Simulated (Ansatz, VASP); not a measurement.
# Cs2LiP in two plane-wave programs

Aim: how closely do two programs agree when they are given the same cell, functional and k mesh? The cell is generated by rule, not measured, and may not be a known phase. The cell is taken from a series of VASP runs on this material, whose earlier steps may have relaxed, scaled or displaced it; both programs get it as it stands.

Main program and level: Ansatz 0.2.0; plane waves, with VASP 6.6.1 beside it; relaxation of cell and atoms at revPBE with D3(BJ).

## Step 1: Starting point

The structure is triclinic, space group P1 (No. 1). Conventional cell: a = 4.592 Å, b = 6.018 Å, c = 6.103 Å, α = 60.76°, β = 88.67°, γ = 89.26°. Nearest to Cs lie 3 Li at 3.56 to 3.70 Å and 3 P at 3.69 to 3.89 Å. Nearest to Cs lie 3 P at 3.53 to 3.74 Å and 3 Li at 3.70 to 3.79 Å. Nearest to Li lie 2 P at 2.30 Å and 6 Cs at 3.56 to 3.79 Å. Nearest to P lie 2 Li at 2.30 Å and 6 Cs at 3.53 to 3.89 Å. Farther neighbours are not listed.

## Step 2: Ansatz: relaxation of cell and atoms, revPBE with D3(BJ)

Ansatz runs on its default PAW (the set named soft_2) files.

The relaxed volume is the usual yardstick between codes: its relative difference is about their pressure difference at one cell divided by the bulk modulus.

Contents of input.yaml:

```yaml
crystal:
  lattice:
    - [4.0338028752, -4.3026170724, 1.1963586564]
    - [3.3082414397, 3.1849826421, 0.0005615749]
    - [1.1884355941, -1.4403798097, 5.8100937637]
  atoms:
    - { symbol: Cs, position: [0.0747570029, 0.0998672951, 0.0887369589] }
    - { symbol: Cs, position: [0.4169032017, 0.6064445514, 0.4192277174] }
    - { symbol: Li, position: [0.7436750226, 0.896653274, 0.7583089583] }
    - { symbol: P, position: [0.7693997727, 0.3972718795, 0.7370913655] }
hamiltonian:
  xc: revpbe
  pseudopotentials: { kind: paw }
  dispersion: d3bj
kpoints:
  mp_grid: { grid: [4, 4, 4] }
scf:
  occupations: { method: gaussian, width: 0.05 }
relax:
  f_tol: 0.01
  max_steps: 60
  cell: { stress_tol: 0.05 }
output:
  forces: true
  stress: true
```

Started as:

```sh
> ansatz run input.yaml --threads 4 --pin off --max-ram 9216MiB --backend cpu --events-out ev --progress --plain --runs-dir out
```

Numbers of over 12 decimals in the logs are rounded to 6 here.

Output:

```text
Engine: ansatz 0.2.0, x86_64-unknown-linux-gnu
Pseudopotentials: kind: paw
Pseudopotential: Cs, paw, valence charge 9, recommended cutoff 420 eV (normal), Cs.paw.azcp
Pseudopotential: Li, paw, valence charge 3, recommended cutoff 420 eV (normal), Li.paw.azcp
Pseudopotential: P, paw, valence charge 5, recommended cutoff 420 eV (normal), P.paw.azcp
Functional definition: revPBE
  parameter kappa = 1.245
  parameter beta = 0.066725
  exchange = pbe_x(kappa = kappa, mu = beta*pi^2/3)
  correlation = pbe_c(beta = beta)
Crystal: 4 atoms, lattice volume = 147.118 Å³
Basis set: ecut = 420 eV, 2873 PW (Γ), exchange–correlation on 90×64×90 points (8 copies of the dense FFT grid, shifted against one another)
Bands: 17, of which v1, the nominal top of the filled ones, is band 13 counted from 1 (12 counted from 0)
Symmetry: 1 space group operations
Space group: P1 (ITA 1), of the structure as read, at distance tolerance 5.3e-5 Å
k-points: 36 of 64 (time reversal used)
Non-local potential: Cs, projectors of the file, l = 0: 3, l = 1: 2, l = 2: 2, l = 3: 2
Non-local potential: Li, projectors of the file, l = 0: 3, l = 1: 2, l = 2: 1
Non-local potential: P, projectors of the file, l = 0: 2, l = 1: 2, l = 2: 2
PAW form: soft (Blöchl's): semilocal exchange-correlation on the pseudo side does not see the compensation charge
PAW frozen core: Cs, regenerated for the run's functional, and the local potential with it (the file was generated under x = pbe(κ = 0.804, μ = 0.219515), c = pbe(β = 0.066725))
PAW frozen core: P, regenerated for the run's functional, and the local potential with it (the file was generated under x = pbe(κ = 0.804, μ = 0.219515), c = pbe(β = 0.066725))
PAW one-centre angular grid: Cs, 194 points (default); XC on 64 Gauss nodes
PAW one-centre angular grid: Li, 110 points (default); XC on 64 Gauss nodes
PAW one-centre angular grid: P, 110 points (default); XC on 64 Gauss nodes
Initial density: superposition of atomic densities (neutral atoms: chi_scale 0, normalization atom), corrected by the library's trained network
Initial wavefunctions: pseudopotential atomic-orbital guess
Functional: x = revpbe(κ = 1.245, μ = 0.219515), c = pbe(β = 0.066725)
SCF iter   1: F=—  HF=-12321.211322 eV  |F-HF|=—  |Δ(HF+E_count)|=         —  Δρ=2.18e-3  dr2=1.15e-2  ethr=1.77e-3  ⟨swp⟩=7.2  Hψ=3790  notcnv=0
preconditioner: auto → Resta (q_TF=auto, 2.044 Å⁻¹)  ε∞=3.1  [insulator: Δε(μ)=0.949 eV  Ē_g=9.349 eV  σ=0.050 eV  W_gap=1.00  n_scr=20 (ndim 8)  ℏωp=13.7 eV  f_vac=0.000  D(μ)=0.00/eV (n_scr^D=0)  ε∞_Penn≈3.1]
SCF iter   2: F=—  HF=-12321.209272 eV  |F-HF|=—  |Δ(HF+E_count)|=   2.05e-3  Δρ=1.07e-3  dr2=1.80e-3  ethr=4.40e-5  ⟨swp⟩=2.8  Hψ=1465  notcnv=0
SCF iter   3: F=—  HF=-12321.209231 eV  |F-HF|=—  |Δ(HF+E_count)|=   4.16e-5  Δρ=3.94e-4  dr2=3.88e-4  ethr=6.94e-6  ⟨swp⟩=2.9  Hψ=1113  notcnv=0
SCF iter   4: F=—  HF=-12321.209303 eV  |F-HF|=—  |Δ(HF+E_count)|=   7.22e-5  Δρ=1.00e-4  dr2=2.76e-5  ethr=1.49e-6  ⟨swp⟩=2.4  Hψ=825  notcnv=0
SCF iter   5: F=—  HF=-12321.209335 eV  |F-HF|=—  |Δ(HF+E_count)|=   3.18e-5  Δρ=2.91e-5  dr2=2.99e-6  ethr=1.06e-7  ⟨swp⟩=2.0  Hψ=972  notcnv=0
SCF iter   6: F=—  HF=-12321.209337 eV  |F-HF|=—  |Δ(HF+E_count)|=   2.44e-6  Δρ=1.05e-5  dr2=2.40e-7  ethr=1.15e-8  ⟨swp⟩=2.0  Hψ=975  notcnv=0
SCF iter   7: F=-12321.209338 eV  HF=-12321.209338 eV  |F-HF|=1.83e-8  |Δ(HF+E_count)|=   4.98e-7  Δρ=2.04e-6  dr2=7.84e-9  ethr=3.85e-10  ⟨swp⟩=5.0  Hψ=2233  notcnv=0
SCF 1 converged in 7 iterations: F = -12321.209338 eV  dr2 = 7.84e-9
  greatest PAW one-centre occupation: 1.000 electrons in one spin orbital (limit 2), on the Li atom at site 2 (counted from 0), in its partial waves of l = 0
relax step   1: F+E_penalty+E_count = -12321.20933768 eV  Δ(F+E_penalty+E_count) = +0.000e0 eV  max|allowed force component| = 1.675e-1 eV/Å  Δτ_max = 0.0000 Å  P = +0.126 GPa  Ω = 147.118 Å³  (7 SCF iters, dr2 threshold 1.00e-7 eV, accepted)
[...]
relax step   2: F+E_penalty+E_count = -12321.22314887 eV  Δ(F+E_penalty+E_count) = -1.381e-2 eV  max|allowed force component| = 9.701e-2 eV/Å  Δτ_max = 0.0447 Å  P = +0.041 GPa  Ω = 147.742 Å³  energy of the carried Pulay correction = -7.466e-6 eV  (5 SCF iters, dr2 threshold 4.00e-7 eV, accepted)
[...]
relax step   3: F+E_penalty+E_count = -12321.23465568 eV  Δ(F+E_penalty+E_count) = -1.151e-2 eV  max|allowed force component| = 7.333e-3 eV/Å  Δτ_max = 0.1019 Å  P = +0.031 GPa  Ω = 148.031 Å³  energy of the carried Pulay correction = -1.091e-5 eV  (6 SCF iters, dr2 threshold 4.00e-7 eV, accepted)
[...]
relax step   4: F+E_penalty+E_count = -12321.23499267 eV  Δ(F+E_penalty+E_count) = -3.370e-4 eV  max|allowed force component| = 1.157e-3 eV/Å  Δτ_max = 0.0143 Å  P = -0.014 GPa  Ω = 148.538 Å³  energy of the carried Pulay correction = -1.694e-5 eV  (6 SCF iters, dr2 threshold 1.16e-8 eV, accepted)
[...]
relax step   5: F+E_penalty+E_count = -12321.23501627 eV  Δ(F+E_penalty+E_count) = -2.360e-5 eV  max|allowed force component| = 1.154e-3 eV/Å  Δτ_max = 0.0000 Å  P = -0.013 GPa  Ω = 148.538 Å³  stress off target by 2.89e-2 GPa  SCF on the basis re-selected at this cell (its energy is not comparable with the rows above)  (6 SCF iters)
basis re-selected at this cell: Δ(F+E_penalty+E_count) = -2.360e-5 eV, ΔP = +0.000 GPa vs the last step (what re-selecting the basis moved, of the pressure what is left beyond the Pulay correction that the steps carried, after the strain that the cell walked since its last selection, with what the two solves' SCF thresholds leave and, on support functions, any second-order correction that the steps lacked; it is no m [...]
SCF converged after 6 iterations
Free energy (F): -12321.235016 eV
Harris-Foulkes:  -12321.235016 eV  (|F-HF|=5.46e-12)
Internal energy: -12321.235016 eV  (E = F + TS)
E sigma→0 (E₀):  -12321.235016 eV
Fermi energy:    5.348004 eV
--- Per-component energies (eV) ---
  E_band       = -184.093529
  E_kinetic    = 377.341984
  E_local      = -684.165670  (includes V_loc(G=0)·N_el)
  E_nonlocal   = 59.723063
  E_hartree    = 225.929245
  E_xc         = -422.429093
  E_vxc        = -328.403678  (∫ρ·V_xc dr)
  E_paw        = -10739.175019  (= ΣΔE_a)
  E_vpaw       = -60.447735  (= ΣTr[D̂ρ^β])
  E_aug_tail   = 0.000013  (compensation charges beyond the density's cutoff)
  E_ewald      = -1136.924023
  E_disp       = -1.438371  (pairwise vdW)
  E_core_change = -0.097145  (= ΣΔE_core)
  E_smearing   = -0.000000  (= −TS)
  E_closure    = -0.000000  (closes the sum)
  Σ components = -12321.235016   (vs F -12321.235016, Δ=0.00e0)
--- Forces (eV/Å), atoms counted from 1 ---
  atom   1  Cs     0.00113335     0.00115368     0.00061026
  atom   2  Cs     0.00049314     0.00050017    -0.00095171
  atom   3  Li    -0.00076811    -0.00096363     0.00014878
  atom   4  P     -0.00085782    -0.00068969     0.00019267
  max |Σ_I F_I| component: 5.70e-7 eV/Å
--- Stress (GPa, compression-positive) ---
       -0.001680       0.008669       0.013610
        0.008677      -0.016363       0.006910
        0.013608       0.006908      -0.021411
  P = ⅓ Tr σ = -0.0132 GPa (-0.132 kbar)
--- Relaxed structure (4 steps of the walk, 4 accepted, 1 SCFs on fresh bases) ---
  F+E_penalty+E_count = -12321.23501627 eV   max|allowed force component| = 1.154e-3 eV/Å   (the final SCF, on the basis selected at the relaxed cell)
  cell:  # Å, volume = 148.5379 Å³
    - [4.091919, -4.323745, 1.221708]
    - [3.352051, 3.207519, 0.038368]
    - [1.261091, -1.440718, 5.770181]
  atoms:
    - { symbol: Cs, position: [0.084482, 0.132335, 0.083824] }
    - { symbol: Cs, position: [0.417880, 0.616431, 0.417895] }
    - { symbol: Li, position: [0.751171, 0.875755, 0.750827] }
    - { symbol: P, position: [0.751201, 0.375715, 0.750820] }
```

Run time: 6.9 s. Hardware: 4 threads of Intel Xeon Platinum 8559C (Emerald Rapids), shared host; peak memory 0.51 GiB; 25 s of CPU time.

## Step 3: VASP: relaxation of cell and atoms, revPBE with D3(BJ)

The same cell, functional, mesh and smearing now go to VASP, with its own data sets and cutoff.

Lines of VASP's logs that name or quote its potential files are left out, and so is its time.

Contents of INCAR:

```
SYSTEM = Cs2LiP
PREC = Accurate
ENCUT = 650
EDIFF = 1E-06
NELM = 100
ISMEAR = 0
SIGMA = 0.05
LREAL = .FALSE.
ALGO = Normal
GGA = RE
IVDW = 12
NBANDS = 19
LORBIT = 11
LWAVE = .FALSE.
LCHARG = .FALSE.
KPAR = 2
IBRION = 2
NSW = 60
ISIF = 3
EDIFFG = -0.01
```

Contents of POSCAR:

```
Cs2LiP
1.0
    4.0338028752     -4.3026170724      1.1963586564
    3.3082414397      3.1849826421      0.0005615749
    1.1884355941     -1.4403798097      5.8100937637
Cs Li P
2 1 1
Direct
    0.0747570029      0.0998672951      0.0887369589
    0.4169032017      0.6064445514      0.4192277174
    0.7436750226      0.8966532740      0.7583089583
    0.7693997727      0.3972718795      0.7370913655
```

Contents of KPOINTS:

```
Automatic mesh
0
Gamma
4 4 4
0 0 0
```

PAW data sets: Cs_sv, Li_sv and P (PBE family, release 64).

Started as:

```sh
> mpirun -np 2 vasp_std
```

Output:

```text
[banner, memory and clock lines left out]
running    2 mpi-ranks, on    1 nodes
 distrk:  each k-point on    1 cores,    2 groups
 distr:  one band on    1 cores,    1 groups

 POSCAR found type information on POSCAR CsLiP
 POSCAR found :  3 types and       4 ions
|                                                                             |
|               ----> ADVICE to this user running VASP <----                  |
|                                                                             |
|     You enforced a specific xc type in the INCAR file but a different       |
|     [... a line on the potential file left out ...]
|     I HOPE YOU KNOW WHAT YOU ARE DOING!                                     |
|                                                                             |

 LDA part: xc-table for (Slater+PW92), standard interpolation
 POSCAR, INCAR and KPOINTS ok, starting setup
 FFT: planning ... GRIDC
 FFT: planning ... GRID_SOFT
 FFT: planning ... GRID
 WAVECAR not read
 entering main loop
       N       E                     dE             d eps       ncg     rms          rms(c)
DAV:   1     0.176867104526E+03    0.17687E+03   -0.11792E+04  1368   0.138E+03
DAV:   2     0.664767886610E+01   -0.17022E+03   -0.16562E+03  1768   0.229E+02
DAV:   3    -0.112469933345E+02   -0.17895E+02   -0.17862E+02  2133   0.730E+01
DAV:   4    -0.121704367979E+02   -0.92344E+00   -0.92018E+00  2175   0.137E+01
DAV:   5    -0.122408356302E+02   -0.70399E-01   -0.70395E-01  2007   0.247E+00    0.512E+00
DAV:   6    -0.980171658783E+01    0.24391E+01   -0.63472E+00  1675   0.739E+00    0.293E+00
DAV:   7    -0.957756158777E+01    0.22416E+00   -0.14967E+00  1836   0.442E+00    0.150E+00
DAV:   8    -0.956265816346E+01    0.14903E-01   -0.26283E-01  1648   0.187E+00    0.553E-01
DAV:   9    -0.955284443842E+01    0.98137E-02   -0.11453E-01  1894   0.126E+00    0.405E-01
DAV:  10    -0.955500626875E+01   -0.21618E-02   -0.10309E-02  1663   0.447E-01    0.193E-01
DAV:  11    -0.955430982342E+01    0.69645E-03   -0.12149E-02  1777   0.335E-01    0.510E-02
DAV:  12    -0.955430532450E+01    0.44989E-05   -0.14878E-03  1692   0.158E-01    0.670E-02
DAV:  13    -0.955429906833E+01    0.62562E-05   -0.10582E-04  1693   0.509E-02    0.818E-03
DAV:  14    -0.955430511586E+01   -0.60475E-05   -0.13734E-05  1631   0.210E-02    0.731E-03
DAV:  15    -0.955430478921E+01    0.32665E-06   -0.41528E-06  1480   0.835E-03
   1 F= -.11008072E+02 E0= -.11008072E+02  d E =-.110081E+02
[... from here on, the cycles between the ionic steps are left out ...]
   2 F= -.11013104E+02 E0= -.11013104E+02  d E =-.503269E-02
   3 F= -.11016237E+02 E0= -.11016237E+02  d E =-.816548E-02
  13 F= -.11032025E+02 E0= -.11032025E+02  d E =-.186820E-02
  14 F= -.11032376E+02 E0= -.11032376E+02  d E =-.350554E-03
  15 F= -.11033005E+02 E0= -.11033005E+02  d E =-.980103E-03
  16 F= -.11032357E+02 E0= -.11032357E+02  d E =-.331709E-03
  17 F= -.11033079E+02 E0= -.11033079E+02  d E =-.105390E-02
  18 F= -.11033235E+02 E0= -.11033235E+02  d E =-.156358E-03
  19 F= -.11033531E+02 E0= -.11033531E+02  d E =-.452020E-03
  20 F= -.11033326E+02 E0= -.11033326E+02  d E =-.247075E-03
  21 F= -.11033581E+02 E0= -.11033581E+02  d E =-.502506E-03
  22 F= -.11033803E+02 E0= -.11033803E+02  d E =-.221313E-03
 trial-energy change:   -0.000221  1 .order   -0.000219   -0.000253   -0.000185
 step:   5.4468(harm=  5.4468)  dis= 0.01148  next Energy=   -11.034050 (dE=-0.469E-03)
 bond charge predicted
       N       E                     dE             d eps       ncg     rms          rms(c)
DAV:   1    -0.960009123682E+01   -0.46829E-02   -0.74466E-01  1368   0.544E+00    0.227E-01
DAV:   2    -0.960081793598E+01   -0.72670E-03   -0.23744E-02  1589   0.868E-01    0.133E-01
DAV:   3    -0.960033336901E+01    0.48457E-03   -0.18151E-03  2084   0.221E-01    0.619E-02
DAV:   4    -0.960021580812E+01    0.11756E-03   -0.37999E-04  1686   0.104E-01    0.238E-02
DAV:   5    -0.960021413958E+01    0.16685E-05   -0.22123E-05  2256   0.243E-02    0.989E-03
DAV:   6    -0.960021347630E+01    0.66327E-06   -0.25698E-06  1314   0.948E-03
  23 F= -.11034050E+02 E0= -.11034050E+02  d E =-.468474E-03
 curvature:  -8.09 expect dE=-0.360E-03 dE for cont linesearch -0.597E-06
 trial: gam= 0.32133 g(F)=  0.109E-04 g(S)=  0.335E-04 ort =-0.614E-05 (trialstep = 0.227E+01)
 search vector abs. value=  0.933E-04
 reached required accuracy - stopping structural energy minimisation
```

[end of part 1 of 2]

[Lines on the potential files, build, host, timing and source positions are cut from VASP's logs without a mark.]

[Logs are printed without paths, hosts, clocks, repeated set-up lines and the standing remarks that a program may print on its own settings, such as how far it seeks lower states.]

[Hosts, paths, dates, database ids (printed as entryN), source tags and the programs' standing remarks are cut or masked in the printed files.]
